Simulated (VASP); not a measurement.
A convergence study with VASP on FeO: one setting is varied, all else stays as given below, so the limit is that of these other settings.

```
FeO
1.0
    3.05259     0.00000     0.00000
   -3.05259     3.05259     0.00000
    0.00000     0.00000    20.47551
Fe O
4 4
Direct
  0.00000   0.00000   0.44729
  0.00000   0.50000   0.34187
  0.00000   0.00000   0.65813
  0.00000   0.50000   0.55271
  0.00000   0.50000   0.44729
  0.00000   0.00000   0.34187
  0.00000   0.50000   0.65813
  0.00000   0.00000   0.55271
```
Starting moments (μB, in the order of the record's atoms Fe Fe Fe Fe O O O O): 4.0 4.0 4.0 4.0 0.0 0.0 0.0 0.0.

Computed with PBEsol GGA, VASP's PBE PAW potentials (set 64) (plane waves; VASP). The tightest run used: 400 eV cut-off, 28×28×1 Γ-centred mesh, Fermi-Dirac smearing of 0.010 eV, potentials Fe O.

The moments were started parallel, and other spin orders were not tried in this run.

Task: The settings run are 3×3×1 mesh; 4×4×1 mesh; 5×5×1 mesh; 6×6×1 mesh; 7×7×1 mesh; 8×8×1 mesh; 9×9×1 mesh; 11×11×1 mesh; 13×13×1 mesh; 15×15×1 mesh; 21×21×1 mesh; 24×24×1 mesh; 28×28×1 mesh. From which on does the largest force stay within 0.02 eV/Å of the tightest run?

Result: From 11×11×1 mesh on: it is off by 0.006 there and by no more than 0.02 in any finer run, while 9×9×1 mesh is off by 0.024.
```tsv
setting	E (eV/atom)	largest force (eV/Å)	moment (μB)	irreducible k-points	difference judged (eV/Å)
3×3×1 mesh	-7.7496	1.180	16.050	3	0.038
4×4×1 mesh	-7.7787	1.052	16.125	6	0.089
5×5×1 mesh	-7.7791	1.147	16.080	6	0.006
6×6×1 mesh	-7.7769	1.112	16.056	10	0.029
7×7×1 mesh	-7.7800	1.176	16.041	10	0.035
8×8×1 mesh	-7.7788	1.114	16.031	15	0.028
9×9×1 mesh	-7.7802	1.117	16.025	15	0.024
11×11×1 mesh	-7.7794	1.136	16.017	21	0.006
13×13×1 mesh	-7.7795	1.146	16.012	28	0.005
15×15×1 mesh	-7.7794	1.139	16.009	36	0.002
21×21×1 mesh	-7.7792	1.144	16.005	66	0.003
24×24×1 mesh	-7.7793	1.138	16.006	91	0.003
28×28×1 mesh	-7.7793	1.141	16.009	120	0.000
```

Left out are rungs that failed or repeat a setting and relaxations that didn't move; long series are thinned to 24 rows.

The cell is a sheet or thin cut with vacuum, built from a generated structure.
